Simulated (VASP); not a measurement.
Output of a VASP run:

File OSZICAR:
```
       N       E                     dE             d eps       ncg     rms          rms(c)
DAV:   1     0.644014586623E+02    0.64401E+02   -0.51149E+03  1296   0.101E+03
DAV:   2     0.172812066370E+01   -0.62673E+02   -0.62388E+02  1354   0.227E+02
DAV:   3     0.459654207822E+00   -0.12685E+01   -0.12593E+01  2002   0.342E+01
DAV:   4     0.405803357077E+00   -0.53851E-01   -0.53830E-01  1902   0.489E+00
DAV:   5     0.405134853137E+00   -0.66850E-03   -0.66820E-03  2148   0.403E-01    0.218E+00
DAV:   6     0.409601211156E+00    0.44664E-02   -0.11730E-02  1609   0.134E+00    0.134E+00
DAV:   7     0.409308496176E+00   -0.29271E-03   -0.19488E-02  1458   0.185E+00    0.100E-01
DAV:   8     0.409590184218E+00    0.28169E-03   -0.18046E-03  1497   0.448E-01    0.268E-02
DAV:   9     0.409553629905E+00   -0.36554E-04   -0.13201E-04  1994   0.105E-01    0.114E-02
DAV:  10     0.409554877066E+00    0.12472E-05   -0.14638E-05  1866   0.401E-02    0.199E-03
DAV:  11     0.409554599152E+00   -0.27791E-06   -0.58875E-07  2046   0.557E-03    0.312E-03
DAV:  12     0.409554997606E+00    0.39845E-06   -0.80536E-08  1019   0.419E-03    0.288E-04
DAV:  13     0.409554999470E+00    0.18634E-08   -0.90085E-09   852   0.124E-03
   1 F= 0.40955500E+00 E0= 0.40993982E+00  d E =-.115445E-02
```

File OUTCAR:
```
------------------------ aborting loop because EDIFF is reached ----------------------------------------
  FORCE on cell =-STRESS in cart. coord.  units (eV):
  Direction    XX          YY          ZZ          XY          YZ          ZX
  --------------------------------------------------------------------------------------
  Total        0.1284434      0.1284434      0.1284434     -0.0000000     -0.0000000      0.0000000
  in kB        5.1671233      5.1671233      5.1671233     -0.0000000     -0.0000000      0.0000000
  external PRESSURE =       5.1671233 kB  Pullay stress =       0.0000000 kB
  volume of cell :       39.83
      direct lattice vectors                 reciprocal lattice vectors
     0.000000000  2.710490200  2.710490200    -0.184468477  0.184468477  0.184468477
     2.710490200  0.000000000  2.710490200     0.184468477 -0.184468477  0.184468477
     2.710490200  2.710490200  0.000000000     0.184468477  0.184468477 -0.184468477
 POSITION                                       TOTAL-FORCE (eV/Angst)
 -----------------------------------------------------------------------------------
      0.00000      0.00000      0.00000        -0.000000     -0.000000      0.000000
 -----------------------------------------------------------------------------------
    total drift:                               -0.000000     -0.000000     -0.000000
  FREE ENERGIE OF THE ION-ELECTRON SYSTEM (eV)
  ---------------------------------------------------
  free  energy   TOTEN  =         0.4095549995 eV

  energy  without entropy=        0.4107094465  energy(sigma->0) =        0.40993982
```
(Selected blocks of OUTCAR.)

POSCAR:
```
Ca
1
    0.0000000000     2.7104902004     2.7104902004
    2.7104902004     0.0000000000     2.7104902004
    2.7104902004     2.7104902004     0.0000000000
Ca
1
Direct
  0.0000000000   0.0000000000   0.0000000000
```

Q: Reconstruct the remaining input files.

A: Several could match; the one computed here: the input of the run itself, vdW-DF-cx, plane waves, VASP's PBE PAW potentials (set 64).

### INCAR
```
# general
SYSTEM   = Ca
PREC     = Accurate
ENCUT    = 520   # plane-wave cut-off (eV)
LREAL    = .False.
LASPH    = .True.   # aspherical one-centre terms

# electronic loop
EDIFF    = 1E-7   # SCF stop (eV)
NELM     = 100   # most electronic steps
ALGO     = Normal   # blocked Davidson

# smearing
ISMEAR   = 1   # Methfessel-Paxton
SIGMA    = 0.1   # width (eV)

# functional
GGA      = CX
LUSE_VDW = .True.
AGGAC    = 0.0

# ions
ISIF     = 2   # forces and stress, cell fixed

# output
LWAVE    = .False.
LCHARG   = .False.
```

KPOINTS:
```
Regular mesh
0
Gamma
  12 12 12
```

POTCAR, in this order: Ca_sv (PBE.64 set). Program: vasp_std.

The compound is Ca in the fcc structure. This cell is one point of a volume scan, at 0.97 of the reference volume.
